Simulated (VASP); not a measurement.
# KTaO3: the band gap up a ladder of functionals, part 2 of 5

Wanted: bands and gap of KTaO3 from one functional after another. The start is a cell from a database of measured crystal structures.

VASP 6.6.1, plane waves and PAW; the level of theory is named at each step.

Still holding for the runs below: Spin-orbit coupling is off here; with elements this heavy it splits and shifts levels by tenths of an eV or more.

So far, least gap on mesh and path (eV): step 2 (bands, level LDA, k 4×4×4) 2.01.

### 3. Bands with PBE, k 4×4×4

This step: PBE; plane waves and PAW (K_sv, Ta_pv, O) (VASP 6.6.1).

PBE, the usual starting point, adds the gradient of the density.

File INCAR:

```
SYSTEM = KTaO3
PREC = Accurate
ENCUT = 520
EDIFF = 1E-06
NELM = 100
ISMEAR = 0
SIGMA = 0.02
LREAL = .FALSE.
ALGO = Normal
GGA = PE
NBANDS = 34
LORBIT = 11
LWAVE = .FALSE.
LCHARG = .FALSE.
KPAR = 8
```

File POSCAR:

```
KTaO3
1.0
    3.9883000000      0.0000000000      0.0000000000
    0.0000000000      3.9883000000      0.0000000000
    0.0000000000      0.0000000000      3.9883000000
K Ta O
1 1 3
Direct
    0.5000000000      0.5000000000      0.5000000000
    0.0000000000      0.0000000000      0.0000000000
    0.5000000000      0.0000000000      0.0000000000
    0.0000000000      0.5000000000      0.0000000000
    0.0000000000      0.0000000000      0.5000000000
```

File KPOINTS:

```
Automatic mesh
0
Gamma
4 4 4
0 0 0
```

File KPOINTS_OPT:

```
Line mode
16
Line-mode
Reciprocal
  0.00000000   0.00000000   0.00000000 GAMMA
  0.00000000   0.50000000   0.00000000 X

  0.00000000   0.50000000   0.00000000 X
  0.50000000   0.50000000   0.00000000 M

  0.50000000   0.50000000   0.00000000 M
  0.00000000   0.00000000   0.00000000 GAMMA

  0.00000000   0.00000000   0.00000000 GAMMA
  0.50000000   0.50000000   0.50000000 R

  0.50000000   0.50000000   0.50000000 R
  0.00000000   0.50000000   0.00000000 X

  0.50000000   0.50000000   0.00000000 M
  0.50000000   0.50000000   0.50000000 R
```

PAW data sets: K_sv, Ta_pv and O (PBE family, release 64).

Launch:

```bash
$ mpirun -np 8 vasp_std
```

Numbers of over 12 decimals in the logs are rounded to 6 here.

The program printed:

```text
[banner, memory and clock lines left out]
running    8 mpi-ranks, on    1 nodes
 distrk:  each k-point on    1 cores,    8 groups
 distr:  one band on    1 cores,    1 groups

 POSCAR found type information on POSCAR K TaO
 POSCAR found :  3 types and       5 ions
 [... a notice as in an earlier step ...]

 LDA part: xc-table for (Slater+PW92), standard interpolation
 POSCAR, INCAR and KPOINTS ok, starting setup
 FFT: planning ... GRIDC
 FFT: planning ... GRID_SOFT
 FFT: planning ... GRID
 WAVECAR not read
 entering main loop
       N       E                     dE             d eps       ncg     rms          rms(c)
DAV:   1     0.313195242943E+03    0.31320E+03   -0.19536E+04   680   0.111E+03
DAV:   2    -0.296471231749E+02   -0.34284E+03   -0.32742E+03   776   0.342E+02
DAV:   3    -0.488475606669E+02   -0.19200E+02   -0.19016E+02   892   0.778E+01
DAV:   4    -0.495815276945E+02   -0.73397E+00   -0.73107E+00   970   0.963E+00
DAV:   5    -0.495897349297E+02   -0.82072E-02   -0.82069E-02   832   0.931E-01    0.340E+01
DAV:   6    -0.412522427204E+02    0.83375E+01   -0.19597E+01   744   0.315E+01    0.125E+01
DAV:   7    -0.410705697668E+02    0.18167E+00   -0.12417E+00   808   0.688E+00    0.954E+00
DAV:   8    -0.410283094972E+02    0.42260E-01   -0.38036E-01   802   0.434E+00    0.311E+00
DAV:   9    -0.410039958447E+02    0.24314E-01   -0.42650E-02   796   0.144E+00    0.383E-01
DAV:  10    -0.410041159936E+02   -0.12015E-03   -0.92219E-03   864   0.529E-01    0.147E-01
DAV:  11    -0.410039698833E+02    0.14611E-03   -0.62079E-04   830   0.142E-01    0.738E-02
DAV:  12    -0.410039919672E+02   -0.22084E-04   -0.43929E-05   802   0.495E-02    0.412E-02
DAV:  13    -0.410039882423E+02    0.37250E-05   -0.25717E-05   810   0.303E-02    0.549E-03
DAV:  14    -0.410039884167E+02   -0.17448E-06   -0.70204E-07   700   0.537E-03
   1 F= -.41003988E+02 E0= -.41003988E+02  d E =-.276690E-13
 Start KPOINTS_OPT (optional k-point list driver)
k-point batch [1-10\96]
       N       E                     dE             ncg
DAV:   1    -0.410107236670E+03   -0.26178E+04      680
DAV:   2    -0.368508798450E+04   -0.32750E+04      808
DAV:   3    -0.386860339129E+04   -0.18352E+03      862
DAV:   4    -0.387541888580E+04   -0.68155E+01      928
DAV:   5    -0.387547839196E+04   -0.59506E-01      826
DAV:   6    -0.387548014986E+04   -0.17579E-02      960
DAV:   7    -0.387548015989E+04   -0.10030E-04      784
DAV:   8    -0.387548016011E+04   -0.21521E-06      582
[...]
k-point batch [91-96\96]
       N       E                     dE             ncg
DAV:   1     0.510107742004E+04   -0.92225E+04      408
DAV:   2     0.305897246761E+04   -0.20421E+04      460
DAV:   3     0.294641185742E+04   -0.11256E+03      592
DAV:   4     0.294419547904E+04   -0.22164E+01      538
DAV:   5     0.294416298108E+04   -0.32498E-01      534
DAV:   6     0.294416199329E+04   -0.98779E-03      502
DAV:   7     0.294416198261E+04   -0.10680E-04      558
DAV:   8     0.294416198249E+04   -0.11699E-06      342
```

It took 12 s on 8 MPI ranks of AMD EPYC 9R45, shared host; peak memory 1.4 GiB; 95 s of CPU time.

Parts of OUTCAR (step 3):

```text
The static configuration has the point symmetry O_h .

 Found     10 irreducible k-points:

   NELECT =      38.0000    total number of electrons

 E-fermi :   1.9067

 k-point     1 :       0.0000    0.0000    0.0000
  band No.  band energies     occupation
    ...
     15       0.7496      2.00000
     16       0.7496      2.00000
     17       1.1864      2.00000
     18       1.1864      2.00000
     19       1.1864      2.00000
     20       3.9652      0.00000
     21       3.9652      0.00000
     22       3.9652      0.00000
     23       8.4305      0.00000
     24       8.5564      0.00000
    ...

 k-point     2 :       0.2500    0.0000    0.0000
  band No.  band energies     occupation
    ...
     15       0.0140      2.00000
     16       0.1380      2.00000
     17       0.5125      2.00000
     18       1.0260      2.00000
     19       1.0260      2.00000
     20       4.0423      0.00000
     21       5.4623      0.00000
     22       5.4623      0.00000
     23       8.5786      0.00000
     24       9.2594      0.00000
    ...

  Total        2.4244251      2.4244251      2.4244251      0.0000000      0.0000000      0.0000000
  in kB       61.2288223     61.2288223     61.2288223      0.0000000      0.0000000      0.0000000
  external PRESSURE =      61.2288223 kB  Pullay stress =       0.0000000 kB

  FREE ENERGIE OF THE ION-ELECTRON SYSTEM (eV)
  ---------------------------------------------------
  free  energy   TOTEN  =       -41.0039884167 eV

  energy  without entropy=      -41.0039884167  energy(sigma->0) =      -41.00398842

 total charge
# of ion       s       p       d       tot
------------------------------------------
    1        1.962   5.607   0.049   7.617
    2        0.347   6.359   2.052   8.758
    3        1.562   3.524   0.000   5.087
    4        1.562   3.524   0.000   5.087
    5        1.562   3.524   0.000   5.087
--------------------------------------------------
tot          6.996  22.539   2.100  31.635

[... 9 parts as in an earlier step ...]

[... 5 further parts left out ...]
```

At this level the cell is under a pressure of 6.1 GPa, so at these settings it is away from equilibrium.

This step gave:

```yaml
free_energy_toten: -41.00 eV
fermi_energy: 1.907 eV
pressure: 6.123 GPa
least_gap_on_mesh_and_path: 2.156 eV
least_direct_gap_on_mesh_and_path: 2.779 eV
```

The electronic bands at the labelled points (eV, zero at the valence-band top; v1 is the highest filled band, c1 the lowest empty one):

```
          point     v4     v3     v2     v1    c1    c2    c3    c4
              Γ  -1.06  -0.62  -0.62  -0.62  2.16  2.16  2.16  6.62
0.53 of the way  -1.73  -1.32  -0.79  -0.79  2.24  3.79  3.79  6.77
              X  -2.14  -1.51  -0.85  -0.85  2.31  5.00  5.00  6.79
0.47 of the way  -1.65  -1.39  -1.38  -0.61  3.61  5.02  5.45  7.49
              M  -1.65  -1.43  -1.43  -0.04  5.04  5.04  6.32  7.65
0.47 of the way  -1.57  -1.34  -1.32  -0.61  3.77  3.92  4.64  7.40
              Γ  -1.06  -0.62  -0.62  -0.62  2.16  2.16  2.16  6.62
0.47 of the way  -2.88  -0.88  -0.88  -0.61  4.22  4.36  4.36  8.76
              R  -3.91   0.00   0.00   0.00  6.46  6.46  6.46  8.91
0.47 of the way  -3.12  -0.73  -0.59  -0.38  4.77  5.58  5.69  9.66
              X  -2.14  -1.51  -0.85  -0.85  2.31  5.00  5.00  6.79
      jump to M  -1.65  -1.43  -1.43  -0.04  5.04  5.04  6.32  7.65
0.47 of the way  -3.47  -0.62  -0.62  -0.02  5.53  5.53  6.39  9.06
              R  -3.91   0.00   0.00   0.00  6.46  6.46  6.46  8.91
```

The largest weight of each band there:

```
point      v4      v3      v2      v1       c1       c2       c3       c4
    Γ  O 1.00  O 0.96  O 0.96  O 0.96  Ta 0.99  Ta 0.99  Ta 0.99   O 0.52
    X  O 0.95  O 0.98  O 0.96  O 0.96  Ta 1.00  Ta 0.71  Ta 0.71  Ta 0.91
    M  O 0.85  O 0.94  O 0.94  O 1.00  Ta 0.71  Ta 0.71  Ta 0.77  Ta 0.82
    Γ  O 1.00  O 0.96  O 0.96  O 0.96  Ta 0.99  Ta 0.99  Ta 0.99   O 0.52
    R  O 0.62  O 1.00  O 1.00  O 1.00  Ta 0.76  Ta 0.76  Ta 0.76   K 0.80
    X  O 0.95  O 0.98  O 0.96  O 0.96  Ta 1.00  Ta 0.71  Ta 0.71  Ta 0.91
```

The gap is 2.16 eV, indirect, from R to Γ. Against LDA that is +0.15 eV; the cost is about the same.

### 4. Bands with r2SCAN, k 4×4×4

This step: r2SCAN; plane waves and PAW (K_sv, Ta_pv, O) (VASP 6.6.1).

r2SCAN adds the kinetic-energy density, costs more than a GGA and is run with LASPH.

Changes to INCAR since step 3:

```diff
@@ -9,3 +9,4 @@
 ALGO = Normal
-GGA = PE
+METAGGA = R2SCAN
+LASPH = .TRUE.
 NBANDS = 34
```

POSCAR is that of step 3.

KPOINTS is that of step 3.

KPOINTS_OPT is that of step 3.

Launch:

```bash
$ mpirun -np 8 vasp_std
```

The program printed:

```text
[banner, memory and clock lines left out]
running    8 mpi-ranks, on    1 nodes
[...]
[... a notice as in an earlier step ...]

 [... a notice as in an earlier step ...]

 LDA part: xc-table for (None), standard interpolation
 POSCAR, INCAR and KPOINTS ok, starting setup
[...]
entering main loop
       N       E                     dE             d eps       ncg     rms          rms(c)
DAV:   1     0.262399908693E+03    0.26240E+03   -0.19915E+04   680   0.114E+03
DAV:   2    -0.865300380432E+02   -0.34893E+03   -0.33250E+03   762   0.352E+02
DAV:   3    -0.106472071970E+03   -0.19942E+02   -0.19737E+02   932   0.793E+01
DAV:   4    -0.107097786330E+03   -0.62571E+00   -0.62200E+00  1046   0.954E+00
[...]
DAV:  12    -0.871388068936E+02    0.15942E-04   -0.10412E-04   788   0.646E-02    0.374E-02
DAV:  13    -0.871388022529E+02    0.46406E-05   -0.11734E-05   818   0.199E-02    0.129E-02
DAV:  14    -0.871388024267E+02   -0.17377E-06   -0.35489E-07   470   0.427E-03
   1 F= -.87138802E+02 E0= -.87138802E+02  d E =-.126212E-17
 Start KPOINTS_OPT (optional k-point list driver)
k-point batch [1-10\96]
       N       E                     dE             ncg
DAV:   1    -0.611278794542E+03   -0.28189E+04      680
DAV:   2    -0.400924590657E+04   -0.33980E+04      784
DAV:   3    -0.419824561007E+04   -0.18900E+03      864
DAV:   4    -0.420490799170E+04   -0.66624E+01      894
DAV:   5    -0.420498418484E+04   -0.76193E-01      860
DAV:   6    -0.420498598389E+04   -0.17991E-02      958
DAV:   7    -0.420498599661E+04   -0.12721E-04      830
DAV:   8    -0.420498599683E+04   -0.22354E-06      586
[...]
k-point batch [91-96\96]
       N       E                     dE             ncg
DAV:   1     0.497574875158E+04   -0.93478E+04      408
DAV:   2     0.286120288048E+04   -0.21145E+04      460
DAV:   3     0.274680688362E+04   -0.11440E+03      606
DAV:   4     0.274433217339E+04   -0.24747E+01      544
DAV:   5     0.274429173267E+04   -0.40441E-01      516
DAV:   6     0.274429016357E+04   -0.15691E-02      494
DAV:   7     0.274429014626E+04   -0.17304E-04      528
DAV:   8     0.274429014616E+04   -0.10459E-06      350
```

Elapsed: 44 s, on 8 MPI ranks; peak memory 1.5 GiB.

Parts of OUTCAR (step 4):

```text
  Total        0.4919454      0.4919454      0.4919454     -0.0000000      0.0000000     -0.0000000
  in kB       12.4240739     12.4240739     12.4240739     -0.0000000      0.0000000     -0.0000000
  external PRESSURE =      12.4240739 kB  Pullay stress =       0.0000000 kB

  FREE ENERGIE OF THE ION-ELECTRON SYSTEM (eV)
  ---------------------------------------------------
  free  energy   TOTEN  =       -87.1388024267 eV

  energy  without entropy=      -87.1388024267  energy(sigma->0) =      -87.13880243

[... 3 parts as in an earlier step ...]

[... 1 further part left out ...]
[key lines of the parts left out:]
E-fermi :   1.5419
```

The PAW data sets were made with PBE, which is usual practice but a small mismatch for other functionals.

The electronic bands at the labelled points (eV, zero at the valence-band top; v1 is the highest filled band, c1 the lowest empty one):

```
          point     v4     v3     v2     v1    c1    c2    c3     c4
              Γ  -1.10  -0.65  -0.65  -0.65  2.58  2.58  2.58   7.05
0.53 of the way  -1.75  -1.35  -0.83  -0.83  2.66  4.20  4.20   7.07
              X  -2.15  -1.55  -0.89  -0.89  2.73  5.42  5.42   7.08
0.47 of the way  -1.67  -1.44  -1.41  -0.62  4.02  5.44  5.88   7.88
              M  -1.74  -1.47  -1.47  -0.04  5.46  5.46  6.77   8.10
0.47 of the way  -1.60  -1.37  -1.37  -0.63  4.18  4.32  5.07   7.81
              Γ  -1.10  -0.65  -0.65  -0.65  2.58  2.58  2.58   7.05
0.47 of the way  -2.91  -0.90  -0.90  -0.64  4.65  4.78  4.78   9.57
              R  -3.97   0.00   0.00   0.00  6.90  6.90  6.90   9.66
0.47 of the way  -3.15  -0.75  -0.60  -0.39  5.19  6.02  6.13  10.26
              X  -2.15  -1.55  -0.89  -0.89  2.73  5.42  5.42   7.08
      jump to M  -1.74  -1.47  -1.47  -0.04  5.46  5.46  6.77   8.10
0.47 of the way  -3.50  -0.63  -0.63  -0.02  5.97  5.97  6.83   9.76
              R  -3.97   0.00   0.00   0.00  6.90  6.90  6.90   9.66
```

The largest weight of each band there:

```
point      v4      v3      v2      v1       c1       c2       c3       c4
    Γ  O 1.00  O 0.96  O 0.96  O 0.96  Ta 0.99  Ta 0.99  Ta 0.99  Ta 0.90
    X  O 0.95  O 0.98  O 0.96  O 0.96  Ta 1.00  Ta 0.74  Ta 0.74  Ta 0.91
    M  O 0.85  O 0.94  O 0.94  O 1.00  Ta 0.74  Ta 0.74  Ta 0.79  Ta 0.85
    Γ  O 1.00  O 0.96  O 0.96  O 0.96  Ta 0.99  Ta 0.99  Ta 0.99  Ta 0.90
    R  O 0.63  O 1.00  O 1.00  O 1.00  Ta 0.77  Ta 0.77  Ta 0.77   K 0.81
    X  O 0.95  O 0.98  O 0.96  O 0.96  Ta 1.00  Ta 0.74  Ta 0.74  Ta 0.91
```

The gap is 2.58 eV, indirect, from R to Γ. Against LDA that is +0.57 eV; this run took 3.7 times the core time.

### 5. Bands with TB-mBJ, k 4×4×4

This step: TB-mBJ; plane waves and PAW (K_sv, Ta_pv, O) (VASP 6.6.1).

TB-mBJ is a local potential fitted to gaps: it costs far less than a hybrid but gives no energy.

Changes to INCAR since step 4:

```diff
@@ -4,3 +4,3 @@
 EDIFF = 1E-06
-NELM = 100
+NELM = 150
 ISMEAR = 0
@@ -9,3 +9,3 @@
 ALGO = Normal
-METAGGA = R2SCAN
+METAGGA = MBJ
 LASPH = .TRUE.
```

POSCAR is that of step 4.

KPOINTS is that of step 4.

KPOINTS_OPT is that of step 4.

Launch:

```bash
$ mpirun -np 8 vasp_std
```

The program printed:

```text
[... set-up lines as in an earlier step ...]
 entering main loop
       N       E                     dE             d eps       ncg     rms          rms(c)
DAV:   1     0.120437545416E+04    0.12044E+04   -0.19404E+04   680   0.111E+03
DAV:   2     0.865873565901E+03   -0.33850E+03   -0.32269E+03   760   0.340E+02
DAV:   3     0.845230569582E+03   -0.20643E+02   -0.20390E+02  1046   0.788E+01
DAV:   4     0.844659161148E+03   -0.57141E+00   -0.56797E+00   926   0.891E+00
[...]
DAV:  46     0.856070466914E+03   -0.53233E-05   -0.16173E-11   340   0.340E-05    0.330E-04
DAV:  47     0.856070464846E+03   -0.20686E-05   -0.77735E-12   340   0.212E-05    0.316E-04
DAV:  48     0.856070465212E+03    0.36586E-06    0.60004E-12   340   0.110E-05
   1 F= 0.85607047E+03 E0= 0.85607047E+03  d E =-.149427E-14
 Start KPOINTS_OPT (optional k-point list driver)
k-point batch [1-10\96]
       N       E                     dE             ncg
DAV:   1    -0.577924201385E+02   -0.22655E+04      680
DAV:   2    -0.347882160770E+04   -0.34210E+04      798
DAV:   3    -0.366392720693E+04   -0.18511E+03      878
DAV:   4    -0.367083728635E+04   -0.69101E+01      944
DAV:   5    -0.367090445226E+04   -0.67166E-01      864
DAV:   6    -0.367090583183E+04   -0.13796E-02      992
DAV:   7    -0.367090583765E+04   -0.58151E-05      868
DAV:   8    -0.367090583768E+04   -0.38443E-07      542
[...]
k-point batch [91-96\96]
       N       E                     dE             ncg
DAV:   1     0.530303616625E+04   -0.90205E+04      408
DAV:   2     0.319090026831E+04   -0.21121E+04      470
DAV:   3     0.307819053613E+04   -0.11271E+03      608
DAV:   4     0.307603191640E+04   -0.21586E+01      536
DAV:   5     0.307600216614E+04   -0.29750E-01      582
DAV:   6     0.307600198250E+04   -0.18364E-03      518
DAV:   7     0.307600197899E+04   -0.35170E-05      550
DAV:   8     0.307600197896E+04   -0.28088E-07      376
```

Wall time 28 s (8 MPI ranks); peak memory 1.5 GiB.

OUTCAR, selected parts (step 5):

```text
  Total      -62.5528124    -62.5528124    -62.5528124     -0.0000000     -0.0000000      0.0000000
  in kB    -1579.7703824  -1579.7703824  -1579.7703824     -0.0000000     -0.0000000      0.0000000
  external PRESSURE =   -1579.7703824 kB  Pullay stress =       0.0000000 kB

  FREE ENERGIE OF THE ION-ELECTRON SYSTEM (eV)
  ---------------------------------------------------
  free  energy   TOTEN  =       856.0704652118 eV

  energy  without entropy=      856.0704652118  energy(sigma->0) =      856.07046521

[... 3 parts as in an earlier step ...]

[... 1 further part left out ...]
[key lines of the parts left out:]
E-fermi :   2.7028
```

This functional is a potential without an energy, so its energies, forces and stress mean nothing and are not read.

Electronic bands along the path, in eV, zero at the valence-band top; v1 is the highest filled band, c1 the lowest empty one:

```
          point     v4     v3     v2     v1    c1    c2    c3    c4
              Γ  -0.99  -0.75  -0.75  -0.75  3.49  3.49  3.49  7.11
0.53 of the way  -1.53  -1.16  -0.87  -0.87  3.56  4.88  4.88  7.13
              X  -1.81  -1.29  -0.92  -0.92  3.62  6.00  6.00  7.14
0.47 of the way  -1.44  -1.42  -1.26  -0.52  4.72  6.01  6.51  7.99
              M  -1.78  -1.30  -1.30  -0.03  6.03  6.03  7.39  8.24
0.47 of the way  -1.39  -1.36  -1.23  -0.56  4.88  4.98  5.76  7.93
              Γ  -0.99  -0.75  -0.75  -0.75  3.49  3.49  3.49  7.11
0.47 of the way  -2.51  -0.79  -0.79  -0.57  5.36  5.46  5.46  9.76
              R  -3.51   0.00   0.00   0.00  7.48  7.48  7.48  9.76
0.47 of the way  -2.75  -0.65  -0.51  -0.33  5.85  6.64  6.74  9.76
              X  -1.81  -1.29  -0.92  -0.92  3.62  6.00  6.00  7.14
      jump to M  -1.78  -1.30  -1.30  -0.03  6.03  6.03  7.39  8.24
0.47 of the way  -3.05  -0.54  -0.54  -0.02  6.57  6.57  7.43  9.76
              R  -3.51   0.00   0.00   0.00  7.48  7.48  7.48  9.76
```

The largest weight of each band there:

```
point      v4      v3      v2      v1       c1       c2       c3       c4
    Γ  O 1.00  O 0.97  O 0.97  O 0.97  Ta 0.99  Ta 0.99  Ta 0.99  Ta 0.92
    X  O 0.96  O 0.99  O 0.97  O 0.97  Ta 1.00  Ta 0.78  Ta 0.78  Ta 0.92
    M  O 0.85  O 0.96  O 0.96  O 1.00  Ta 0.78  Ta 0.78  Ta 0.80  Ta 0.86
    Γ  O 1.00  O 0.97  O 0.97  O 0.97  Ta 0.99  Ta 0.99  Ta 0.99  Ta 0.92
    R  O 0.70  O 1.00  O 1.00  O 1.00  Ta 0.79  Ta 0.79  Ta 0.79  Ta 1.00
    X  O 0.96  O 0.99  O 0.97  O 0.97  Ta 1.00  Ta 0.78  Ta 0.78  Ta 0.92
```

The gap is 3.49 eV, indirect, from R to Γ. Against LDA that is +1.48 eV; this run took 2.4 times the core time.

(Continued in part 3 of 5.)

[Lines on the potential files, build, host, timing and source positions are cut from VASP's logs without a mark.]

[Logs are printed without paths, hosts, clocks, repeated set-up lines and the standing remarks that a program may print on its own settings, such as how far it seeks lower states.]

[Hosts, paths, dates, database ids (printed as entryN), source tags and the programs' standing remarks are cut or masked in the printed files.]

[Measured values are set beside computed ones only where the two were judged alike; some that the calculation misses by far are left out.]

[In band tables of VASP the shares of atoms and orbitals are scaled to a sum of 1 inside the atoms' spheres.]
